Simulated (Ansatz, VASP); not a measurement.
# BAs in two plane-wave programs

One calculation is typed for both programs; each brings its own data sets. How far apart do they land? The cell is taken from a series of runs on this material, whose earlier steps may have relaxed, scaled, displaced or heated it; both programs get it as it stands.

Program: Ansatz 0.2.0. Level of theory: plane waves, with VASP 6.6.1 beside it; G0W0 gap at LDA. Results are calculated unless marked as measured.

## 1. Set-up

It takes space group Imm2 (No. 44, orthorhombic). The conventional cell has a = 3.374 Å, b = 3.395 Å, c = 4.801 Å, α = 90.00°, β = 90.00°, γ = 90.00°. Nearest to B lie 4 As at 2.07 to 2.08 Å. As has 4 B at 2.07 to 2.08 Å nearest. Farther neighbours are not listed.

## 2. VASP: G0W0 gap, LDA

Quasiparticle shifts depend on high empty states and on the cores, so they are the hardest test of two PAW sets.

Lines of VASP's logs that name or quote its potential files are left out, and so is its time.

The run reads the wave functions of an earlier VASP run, which isn't shown here.

Contents of INCAR:

```
SYSTEM = BAs
PREC = Accurate
ENCUT = 340
ISMEAR = 0
SIGMA = 0.01
LREAL = .FALSE.
GGA = CA
NBANDS = 120
ALGO = EVGW0
NELMGW = 1
ENCUTGW = 150
NOMEGA = 64
PRECFOCK = Fast
NBANDSGW = 16
LWAVE = .FALSE.
LCHARG = .FALSE.
```

Contents of POSCAR:

```
BAs
1.0
   -1.6973691728     -2.4004424983      1.6868551855
    1.6973691728     -2.4004424983      1.6868551855
    0.0000000000      0.0000000035      3.3737103661
B As
1 1
Direct
    0.0002490720      0.0002490720      0.9997509280
    0.7497509280      0.7497509280      0.7502490720
```

Contents of KPOINTS:

```
Automatic mesh
0
Gamma
6 6 6
0 0 0
```

PAW data sets: B_GW and As_GW (LDA family, release 64).

The run is started by

```bash
mpirun -np 8 vasp_std
```

Numbers of over 12 decimals in the logs are rounded to 6 here.

The log of the run:

```text
[banner, memory and clock lines left out]
running    8 mpi-ranks, on    1 nodes
 distrk:  each k-point on    8 cores,    1 groups
 distr:  one band on    1 cores,    8 groups

 POSCAR found type information on POSCAR B As
 POSCAR found :  2 types and       2 ions
|                                                                             |
|           W    W    AA    RRRRR   N    N  II  N    N   GGGG   !!!           |
|           W    W   A  A   R    R  NN   N  II  NN   N  G    G  !!!           |
|           W    W  A    A  R    R  N N  N  II  N N  N  G       !!!           |
|           W WW W  AAAAAA  RRRRR   N  N N  II  N  N N  G  GGG   !            |
|           WW  WW  A    A  R   R   N   NN  II  N   NN  G    G                |
|           W    W  A    A  R    R  N    N  II  N    N   GGGG   !!!           |
|                                                                             |
|     For optimal performance we recommend to set                             |
|       NCORE = 2 up to number-of-cores-per-socket                            |
|     NCORE specifies how many cores store one orbital (NPAR=cpu/NCORE).      |
|     This setting can greatly improve the performance of VASP for DFT.       |
|     The default, NCORE=1 might be grossly inefficient on modern             |
|     multi-core architectures or massively parallel machines. Do your        |
|     Unfortunately you need to use the default for GW and RPA                |
|     calculations (for HF NCORE is supported but not extensively tested      |
|     yet).                                                                   |
|                                                                             |

|                                                                             |
|           W    W    AA    RRRRR   N    N  II  N    N   GGGG   !!!           |
|           W    W   A  A   R    R  NN   N  II  NN   N  G    G  !!!           |
|           W    W  A    A  R    R  N N  N  II  N N  N  G       !!!           |
|           W WW W  AAAAAA  RRRRR   N  N N  II  N  N N  G  GGG   !            |
|           WW  WW  A    A  R   R   N   NN  II  N   NN  G    G                |
|           W    W  A    A  R    R  N    N  II  N    N   GGGG   !!!           |
|                                                                             |
|     The default for ENCUTGWSOFT is different in this version of VASP.       |
|     please manually set ENCUTGWSOFT =150 in the INCAR file.                 |
|                                                                             |

 LDA part: xc-table for (Slater(with rela. corr.)+CA(PZ))
 , standard interpolation
 found WAVECAR, reading the header
 POSCAR, INCAR and KPOINTS ok, starting setup
 FFT: planning ... GRIDC
 FFT: planning ... GRID_SOFT
 FFT: planning ... GRID
 reading WAVECAR
 the WAVECAR file was read successfully
 initial charge from wavefunction
 available memory per node:     37.61 GB, setting MAXMEM to     38510

 The Fermi energy was updated, please check that it is located mid-gap
 values below the HOMO (VB) or above the LUMO (CB) will cause erroneous energies
 E-fermi :   6.7265

 calculate exact exchange contribution
 the WAVEDER file was read successfully
energies w=
    0.000    0.000    0.513    0.000    1.025    0.000    1.535    0.000
    2.041    0.000    2.543    0.000    3.040    0.000    3.531    0.000
    4.016    0.000    4.494    0.000    4.966    0.000    5.431    0.000
    5.889    0.000    6.342    0.000    6.789    0.000    7.231    0.000
    7.668    0.000    8.101    0.000    8.531    0.000    8.958    0.000
    9.384    0.000    9.810    0.000   10.236    0.000   10.663    0.000
   11.092    0.000   11.525    0.000   11.963    0.000   12.406    0.000
   12.857    0.000   13.317    0.000   13.787    0.000   14.270    0.000
   14.767    0.000   15.280    0.000   15.812    0.000   16.365    0.000
   16.943    0.000   17.548    0.000   18.185    0.000   18.859    0.000
   19.574    0.000   20.337    0.000   21.154    0.000   22.035    0.000
   22.989    0.000   24.029    0.000   25.168    0.000   26.426    0.000
   27.824    0.000   29.391    0.000   31.161    0.000   33.180    0.000
   35.507    0.000   38.223    0.000   41.435    0.000   45.295    0.000
   50.020    0.000   55.937    0.000   63.559    0.000   73.736    0.000
   87.990    0.000  109.348    0.000  144.802    0.000  214.982    0.000
 responsefunction array rank=     128
 LDA part: xc-table for (Slater(with rela. corr.)+CA(PZ))
 , standard interpolation

 min. memory requirement per mpi rank    169.6 MB, per node   1357.1 MB

[...]
performed       1130000 updates of chi_q(r,r)
 total number of BLAS operations        128.23 Gflops
NQ=   3    0.3333   -0.0000   -0.0000,
|.........|.........|.........|.........|.........|.........|.........|.........
 performed       1883000 updates of chi_q(r,r)
 total number of BLAS operations        210.74 Gflops
NQ=   4    0.5000   -0.0000   -0.0000,
|.........|.........|.........|.........|.........|.........|.........|.........
 performed       2421000 updates of chi_q(r,r)
 total number of BLAS operations        272.76 Gflops
NQ=   5    0.1667    0.1667   -0.0000,
|.........|.........|.........|.........|.........|.........|.........|.........
 performed       2909000 updates of chi_q(r,r)
[...]
|.........|.........|.........|.........|.........|.........|.........|.........
 performed      12428000 updates of chi_q(r,r)
 total number of BLAS operations       1359.86 Gflops
NQ=  19   -0.1667   -0.0000    0.1667,
|.........|.........|.........|.........|.........|.........|.........|.........
 performed      13457000 updates of chi_q(r,r)
 total number of BLAS operations       1470.72 Gflops
NQ=  20    0.3333    0.3333    0.1667,
|.........|.........|.........|.........|.........|.........|.........|.........
 performed      14198000 updates of chi_q(r,r)
 total number of BLAS operations       1549.22 Gflops
NQ=  21    0.5000    0.3333    0.1667,
|.........|.........|.........|.........|.........|.........|.........|.........
 performed      15227000 updates of chi_q(r,r)
 total number of BLAS operations       1656.29 Gflops
NQ=  22   -0.3333    0.3333    0.1667,
|.........|.........|.........|.........|.........|.........|.........|.........
 performed      16256000 updates of chi_q(r,r)
 total number of BLAS operations       1759.64 Gflops
NQ=  23   -0.1667    0.3333    0.1667,
|.........|.........|.........|.........|.........|.........|.........|.........
 performed      16978000 updates of chi_q(r,r)
 total number of BLAS operations       1832.17 Gflops
NQ=  24    0.5000    0.5000    0.1667,
|.........|.........|.........|.........|.........|.........|.........|.........
 performed      17719000 updates of chi_q(r,r)
 total number of BLAS operations       1906.62 Gflops
NQ=  25   -0.3333    0.5000    0.1667,
|.........|.........|.........|.........|.........|.........|.........|.........
 performed      18441000 updates of chi_q(r,r)
 total number of BLAS operations       1979.14 Gflops
NQ=  26    0.0000    0.0000    0.3333,
|.........|.........|.........|.........|.........|.........|.........|.........
 performed      19182000 updates of chi_q(r,r)
 total number of BLAS operations       2060.38 Gflops
NQ=  27    0.1667    0.0000    0.3333,
|.........|.........|.........|.........|.........|.........|.........|.........
 performed      20211000 updates of chi_q(r,r)
 total number of BLAS operations       2169.35 Gflops
NQ=  28    0.3333    0.0000    0.3333,
|.........|.........|.........|.........|.........|.........|.........|.........
 performed      20933000 updates of chi_q(r,r)
 total number of BLAS operations       2243.17 Gflops
NQ=  29    0.5000    0.0000    0.3333,
|.........|.........|.........|.........|.........|.........|.........|.........
 performed      21962000 updates of chi_q(r,r)
 total number of BLAS operations       2348.38 Gflops
NQ=  30   -0.3333   -0.0000    0.3333,
|.........|.........|.........|.........|.........|.........|.........|.........
 performed      22991000 updates of chi_q(r,r)
 total number of BLAS operations       2459.24 Gflops
NQ=  31   -0.1667    0.0000    0.3333,
|.........|.........|.........|.........|.........|.........|.........|.........
 performed      24020000 updates of chi_q(r,r)
 total number of BLAS operations       2568.20 Gflops
NQ=  32    0.1667    0.1667    0.3333,
|.........|.........|.........|.........|.........|.........|.........|.........
 performed      24562000 updates of chi_q(r,r)
 total number of BLAS operations       2625.57 Gflops
NQ=  33    0.5000    0.1667    0.3333,
|.........|.........|.........|.........|.........|.........|.........|.........
 performed      25591000 updates of chi_q(r,r)
 total number of BLAS operations       2732.64 Gflops
NQ=  34   -0.3333    0.1667    0.3333,
|.........|.........|.........|.........|.........|.........|.........|.........
 performed      26405000 updates of chi_q(r,r)
 total number of BLAS operations       2814.42 Gflops
NQ=  35    0.5000    0.5000    0.3333,
|.........|.........|.........|.........|.........|.........|.........|.........
 performed      27146000 updates of chi_q(r,r)
 total number of BLAS operations       2892.91 Gflops
NQ=  36   -0.3333    0.5000    0.3333,
|.........|.........|.........|.........|.........|.........|.........|.........
 performed      28175000 updates of chi_q(r,r)
 total number of BLAS operations       2996.26 Gflops
NQ=  37   -0.1667    0.5000    0.3333,
|.........|.........|.........|.........|.........|.........|.........|.........
 performed      28897000 updates of chi_q(r,r)
 total number of BLAS operations       3068.78 Gflops
NQ=  38   -0.3333   -0.3333    0.3333,
|.........|.........|.........|.........|.........|.........|.........|.........
 performed      29439000 updates of chi_q(r,r)
 total number of BLAS operations       3127.15 Gflops
NQ=  39    0.0000    0.0000    0.5000,
|.........|.........|.........|.........|.........|.........|.........|.........
 performed      29969000 updates of chi_q(r,r)
 total number of BLAS operations       3188.29 Gflops
NQ=  40    0.1667    0.0000    0.5000,
|.........|.........|.........|.........|.........|.........|.........|.........
 performed      30998000 updates of chi_q(r,r)
 total number of BLAS operations       3297.25 Gflops
NQ=  41    0.3333    0.0000    0.5000,
|.........|.........|.........|.........|.........|.........|.........|.........
 performed      32027000 updates of chi_q(r,r)
 total number of BLAS operations       3404.32 Gflops
NQ=  42    0.5000    0.0000    0.5000,
|.........|.........|.........|.........|.........|.........|.........|.........
 performed      32496000 updates of chi_q(r,r)
 total number of BLAS operations       3454.84 Gflops
NQ=  43    0.1667    0.1667    0.5000,
|.........|.........|.........|.........|.........|.........|.........|.........
 performed      33237000 updates of chi_q(r,r)
 total number of BLAS operations       3533.33 Gflops
NQ=  44    0.3333    0.1667    0.5000,
|.........|.........|.........|.........|.........|.........|.........|.........
 performed      33959000 updates of chi_q(r,r)
 total number of BLAS operations       3605.85 Gflops
NQ=  45   -0.3333    0.1667    0.5000,
|.........|.........|.........|.........|.........|.........|.........|.........
 performed      34597000 updates of chi_q(r,r)
 total number of BLAS operations       3669.90 Gflops
NQ=  46   -0.1667    0.1667    0.5000,
|.........|.........|.........|.........|.........|.........|.........|.........
 performed      35404000 updates of chi_q(r,r)
 total number of BLAS operations       3753.82 Gflops
 resolving degeneracies of screened two electron integrals

 calculate QP shifts <psi_nk| G(iteration)W_0 |psi_nk>: iteration 1
 entering main loop
```

From OUTCAR (step 2):

```text
ion  position               nearest neighbor table
   1  0.000  0.000  1.000-   2 2.07   2 2.07   2 2.08   2 2.08
   2  0.750  0.750  0.750-   1 2.07   1 2.07   1 2.08   1 2.08

  LATTYP: Found a body centered orthorhombic cell.
 ALAT       =     3.3737103661
 B/A-ratio  =     1.0062328941
 C/A-ratio  =     1.4230282031

 Subroutine GETGRP returns: Found  4 space group operations
 (whereof  4 operations were pure point group operations)

The static configuration has the point symmetry C_2v.

 Found     46 irreducible k-points:

   k-points           NKPTS =     46   k-points in BZ     NKDIM =    216   number of bands    NBANDS=    120

   dimension x,y,z NGX =    20 NGY =   20 NGZ =   20
   dimension x,y,z NGXF=    40 NGYF=   40 NGZF=   40

   ENCUT  =  340.0 eV  24.99 Ry    5.00 a.u.   5.10  5.10  5.07*2*pi/ulx,y,z

   NELECT =       8.0000    total number of electrons

  energy-cutoff  :      340.00
  volume of cell :       27.49
      direct lattice vectors                 reciprocal lattice vectors
    -1.697369173 -2.400442498  1.686855186    -0.294573513 -0.208294929  0.000000000
     1.697369173 -2.400442498  1.686855186     0.294573513 -0.208294929  0.000000000
     0.000000000  0.000000003  3.373710366     0.000000000  0.208294929  0.296409558

 k-points in reciprocal lattice and weights: Automatic mesh
   0.00000000  0.00000000  0.00000000       0.005
   0.16666667  0.00000000 -0.00000000       0.019
   0.33333333 -0.00000000 -0.00000000       0.019
   0.50000000 -0.00000000 -0.00000000       0.009
   0.16666667  0.16666667 -0.00000000       0.009
   0.33333333  0.16666667 -0.00000000       0.019
   0.50000000  0.16666667 -0.00000000       0.019
  -0.33333333  0.16666667  0.00000000       0.019
  -0.16666667  0.16666667  0.00000000       0.009
[...]
-0.33333333  0.16666667  0.50000000       0.019
  -0.16666667  0.16666667  0.50000000       0.019

 E-fermi :   6.7265

 QP shifts <psi_nk| G(iteration)W_0 |psi_nk>: iteration 1
 for sc-GW calculations column KS-energies equals QP-energies in previous step
 and V_xc(KS)=  KS-energies - (<T + V_ion + V_H > + <T+V_H+V_ion>^1  + <V_x>^1)
 k-point   1 :       0.0000    0.0000    0.0000
  band No.  KS-energies  QP-energies   sigma(KS)   V_xc(KS)     V^pw_x(r,r')   Z            occupation Imag(sigma)
      1      -9.2000      -9.7522     -12.6596     -11.8646     -19.5444       0.6946       2.0000       1.1748
      2       6.0835       5.7526     -13.2190     -12.7989     -13.9398       0.7875       2.0000       0.0391
      3       6.0909       5.7598     -13.2009     -12.7806     -13.9111       0.7878       2.0000       0.0389
      4       6.1366       5.8075     -13.2245     -12.8067     -13.9404       0.7878       2.0000       0.0390
      5       9.2835       9.7864     -11.0081     -11.6492      -6.7558       0.7844       0.0000      -0.0583
      6       9.3476       9.8514     -11.0129     -11.6561      -6.7423       0.7834       0.0000      -0.0587
      7       9.3812       9.8877     -11.0156     -11.6621      -6.7366       0.7835       0.0000      -0.0591
      8      10.6712      11.3440     -11.8771     -12.7644      -6.6582       0.7583       0.0000      -0.0864
    ...

 k-point   2 :       0.1667    0.0000   -0.0000
  band No.  KS-energies  QP-energies   sigma(KS)   V_xc(KS)     V^pw_x(r,r')   Z            occupation Imag(sigma)
      1      -8.7542      -9.2977     -12.6859     -11.9079     -19.4063       0.6986       2.0000       1.1242
      2       3.1448       2.7139     -12.7908     -12.2307     -14.5014       0.7692       2.0000       0.0611
      3       5.4180       5.0779     -13.0470     -12.6138     -13.9560       0.7851       2.0000       0.0410
      4       5.4686       5.1301     -13.0591     -12.6279     -13.9679       0.7852       2.0000       0.0410
      5       9.3538       9.8661     -11.2055     -11.8626      -6.7353       0.7797       0.0000      -0.0636
      6      10.2002      10.7142     -11.1462     -11.8075      -6.5882       0.7772       0.0000      -0.0680
      7      10.2492      10.7661     -11.1520     -11.8176      -6.5778       0.7766       0.0000      -0.0689
      8      12.6093      13.1807     -11.6995     -12.4648      -6.0017       0.7468       0.0000      -0.1301
    ...

 k-point   3 :       0.3333   -0.0000   -0.0000
  band No.  KS-energies  QP-energies   sigma(KS)   V_xc(KS)     V^pw_x(r,r')   Z            occupation Imag(sigma)
      1      -7.5125      -8.0125     -12.7749     -12.0739     -19.0450       0.7134       2.0000       0.9710
      2      -0.5914      -1.1185     -12.5115     -11.7900     -15.9277       0.7306       2.0000       0.1899
      3       4.5981       4.2167     -13.0256     -12.5367     -14.2973       0.7800       2.0000       0.0475
      4       4.6480       4.2681     -13.0377     -12.5505     -14.3100       0.7800       2.0000       0.0475
      5       8.9354       9.3923     -11.2385     -11.8237      -6.7970       0.7808       0.0000      -0.0632
      6      10.8637      11.3510     -10.8236     -11.4521      -5.9783       0.7753       0.0000      -0.0806
      7      10.9205      11.4110     -10.8299     -11.4635      -5.9635       0.7743       0.0000      -0.0821
      8      14.6036      15.0982     -10.5311     -11.1976      -4.1491       0.7421       0.0000      -0.2269
    ...

 k-point   4 :       0.5000   -0.0000   -0.0000
  band No.  KS-energies  QP-energies   sigma(KS)   V_xc(KS)     V^pw_x(r,r')   Z            occupation Imag(sigma)
      1      -6.3950      -6.8372     -12.9846     -12.3705     -18.8130       0.7201       2.0000       0.8133
      2      -2.5937      -3.1545     -12.1993     -11.4148     -16.5502       0.7149       2.0000       0.3609
      3       4.2973       3.8988     -13.0435     -12.5315     -14.4566       0.7784       2.0000       0.0507
      4       4.3467       3.9494     -13.0555     -12.5451     -14.4694       0.7785       2.0000       0.0508
      5       8.7711       9.2075     -11.2624     -11.8209      -6.8428       0.7813       0.0000      -0.0627
      6      10.8251      11.2765     -10.5817     -11.1610      -5.7473       0.7790       0.0000      -0.0806
      7      10.8871      11.3422     -10.5876     -11.1725      -5.7306       0.7781       0.0000      -0.0821
      8      14.7924      15.1790      -9.5618     -10.0765      -3.3145       0.7511       0.0000      -0.2246
    ...

[... 4 further parts left out ...]
```

(Continued in part 2 of 2.)

[Lines on the potential files, build, host, timing and source positions are cut from VASP's logs without a mark.]

[Logs are printed without paths, hosts, clocks, repeated set-up lines and the standing remarks that a program may print on its own settings, such as how far it seeks lower states.]

[Hosts, paths, dates, database ids (printed as entryN), source tags and the programs' standing remarks are cut or masked in the printed files.]
